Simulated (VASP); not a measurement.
These are LDA (Ceperley-Alder, Perdew-Zunger), VASP's LDA PAW potentials (set 64) (plane waves; VASP 6.6.1) values and carry that method's errors.

A VASP calculation is set up with these files.

INCAR:
```
# general
SYSTEM  = SnSe2
PREC    = Accurate
ENCUT   = 400
LREAL   = .False.
LASPH   = .True.

# electronic loop
EDIFF   = 1E-8
NELM    = 100
ALGO    = Normal
LMAXMIX = 4

# smearing
ISMEAR  = 0
SIGMA   = 0.05

# ions
IBRION  = 1
NSW     = 30
ISIF    = 2
EDIFFG  = -0.001

# output
LWAVE   = .False.
LCHARG  = .False.
```

KPOINTS:
```
Automatic mesh
0
Gamma
6 6 4
0 0 0
```

POSCAR:
```
SnSe2
1.0
  1.9037372537  -3.2973698586   0.0000000000
  1.9037372537   3.2973698586   0.0000000000
  0.0000000000   0.0000000000   5.8835585362
Sn Se
1 2
Cartesian
  0.0000000000   0.0000000000   0.0000000000
  1.9037372537   1.0991254844   1.5775340176
  1.9037372537  -1.0991254844   4.3060245186
```

POTCAR, in this order: Sn_d Se (LDA.64 set). Program: vasp_std.

Question: What will the output report for the number of irreducible k-points (NKPTS), largest plane-wave count, number of space-group operations, FFT grid (NGX, NGY, NGZ)?

Answer: 
The number of irreducible k-points (NKPTS) comes out as 24, the largest plane-wave count is 1363 and the number of space-group operations is 12. The FFT grid (NGX, NGY, NGZ) comes out as 28 × 28 × 40.

The compound is SnSe2 in the 1T layered structure. This run relaxes the ions in a fixed cell. Symmetry was kept, so distortions that lower it aren't found. The start is the result of an earlier pass.
